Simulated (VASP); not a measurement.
Crystal: CsTaS2.

```
Cs Ta S
1.0
     3.54238    0.00000    0.00000
    -1.77119    3.06779    0.00000
     0.00000    0.00000    8.26848
Cs Ta S
1 1 2
Cartesian
  0.0000 0.0000 4.1342
  0.0000 2.0452 0.0000
  1.7712 1.0226 1.5030
  1.7712 1.0226 6.7655
```

The cell was built by a generator and needn't be a form met in nature.

- Program: VASP 6.6.1
- Task: relaxation of cell and atoms
- Functional: PBE
- Dispersion: TS-HI
- Potentials or basis: VASP PAW PBE potentials, release 64 (Cs_sv, Ta_pv, S)
- Cutoff: 600 eV
- k mesh: 7 × 7 × 3
- Occupations: fermi-dirac, width 0.05 eV
- Spin: no spin polarisation

At the start: pressure -3.8 GPa; volume 22.46 Å³/atom.

Question: How do energy, volume and symmetry change on relaxing?

Answer: Over 11 steps the energy falls by 19.3 meV/atom and the volume is 21.32 Å³/atom (-5.1 %); space group P-6m2 (No. 187, to 0.05 Å).

The path:
| step | energy change (eV) | largest force (eV/Å) | pressure (GPa) | volume (Å³) |
| --- | --- | --- | --- | --- |
| 1 | 0.0000 | 0.0477 | -3.84 | 89.86 |
| 2 | -0.0288 | 0.6595 | 3.58 | 83.03 |
| 3 | -0.0568 | 0.3413 | 0.12 | 85.84 |
| 4 | -0.0567 | 0.3714 | 0.43 | 85.56 |
| 5 | -0.0801 | 0.0135 | -0.01 | 85.33 |
| 6 | -0.0799 | 0.0212 | 0.00 | 85.34 |
| 7 | -0.0795 | 0.0378 | 0.02 | 85.35 |
| 8 | -0.0788 | 0.0164 | -0.06 | 85.37 |
| 9 | -0.0783 | 0.0012 | -0.12 | 85.39 |
| 10 | -0.0771 | 0.0080 | 0.04 | 85.22 |
| 11 | -0.0773 | 0.0064 | 0.00 | 85.27 |

Final structure:
```cif
data_structure
_symmetry_space_group_name_H-M 'P 1'
_symmetry_Int_Tables_number 1
_cell_length_a 3.4482
_cell_length_b 3.4482
_cell_length_c 8.2808
_cell_angle_alpha 90.000
_cell_angle_beta 90.000
_cell_angle_gamma 120.000
_cell_volume 85.27
loop_
_atom_site_label
_atom_site_type_symbol
_atom_site_fract_x
_atom_site_fract_y
_atom_site_fract_z
_atom_site_occupancy
Cs1 Cs 0.00000 0.00000 0.50000 1
Ta1 Ta 0.33333 0.66667 0.00000 1
S1 S 0.66667 0.33333 0.18387 1
S2 S 0.66667 0.33333 0.81613 1
```
